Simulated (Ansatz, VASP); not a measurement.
Two plane-wave programs on LiAlO

The input INCAR:

```
SYSTEM = LiAlO
PREC = Accurate
ENCUT = 520
EDIFF = 1E-6
ISMEAR = 0
SIGMA = 0.1
LREAL = .False.
LASPH = .True.
NELM = 60
ALGO = Normal
ISIF = 2
LWAVE = .False.
LCHARG = .False.
GGA = PE
NBANDS = 21
```

Contents of KPOINTS:

```
Automatic mesh
0
Gamma
  6 6 4
  0 0 0
```

POSCAR

```
LiAlO
1.0
    3.4081903100      0.0000000000      0.0000000000
    0.0000000000      3.4081903100      0.0000000000
    0.0000000000      0.0000000000      6.5167049300
Li Al O
2 2 2
Direct
    0.5000000000      0.0000000000      0.6499999800
    0.0000000000      0.5000000000      0.3500000200
    0.0000000000      0.0000000000      0.0000000000
    0.5000000000      0.5000000000      0.0000000000
    0.5000000000      0.0000000000      0.2220000000
    0.0000000000      0.5000000000      0.7780000000
```

Input for Ansatz:

```yaml
crystal:
  lattice:
    - [3.40819031, 0.0, 0.0]
    - [0.0, 3.40819031, 0.0]
    - [0.0, 0.0, 6.51670493]
  atoms:
    - { symbol: Li, position: [0.5, 0.0, 0.64999998] }
    - { symbol: Li, position: [0.0, 0.5, 0.35000002] }
    - { symbol: Al, position: [0.0, 0.0, 0.0] }
    - { symbol: Al, position: [0.5, 0.5, 0.0] }
    - { symbol: O, position: [0.5, 0.0, 0.222] }
    - { symbol: O, position: [0.0, 0.5, 0.778] }
basis:
  ecutwfc: 420
kpoints:
  mp_grid: { grid: [6, 6, 4] }
hamiltonian:
  xc: pbe
scf:
  occupations: { method: gaussian, width: 0.1 }
  lower_state_search: "off"
output:
  forces: true
  stress: true
  eigenvalues: true
```

Change from the starting cell: species swapped into the PrTiGe type (P4/nmm, No. 129).

Alike in both runs: task single point; functional PBE; k mesh 6 × 6 × 4; occupations gaussian, width 0.1 eV; no spin polarisation.

```csv
,VASP,Ansatz
version,VASP 6.6.1,Ansatz 0.2.0
potentials or method,"VASP PAW PBE potentials, release 64 (Li_sv, Al, O)","scalar-relativistic, plane waves, PAW"
plane-wave cutoff (eV),520,420
valence electrons in the cell,24,24
```

|  | VASP | Ansatz | Ansatz less VASP |
| --- | --- | --- | --- |
| gap on the k mesh at the Fermi level (eV) | none | none | - |
| rms of the force components (eV/Å) | 0.517 | 0.511 | -0.0055 |

Atom by atom the forces differ by 0.006 eV/Å (rms over components). A gap of «none» marks a metal or a gap that the smearing closes.

Caveats: forces of over 1 eV/Å show positions far from the minimum, so gaps and moduli don't describe the material at rest.
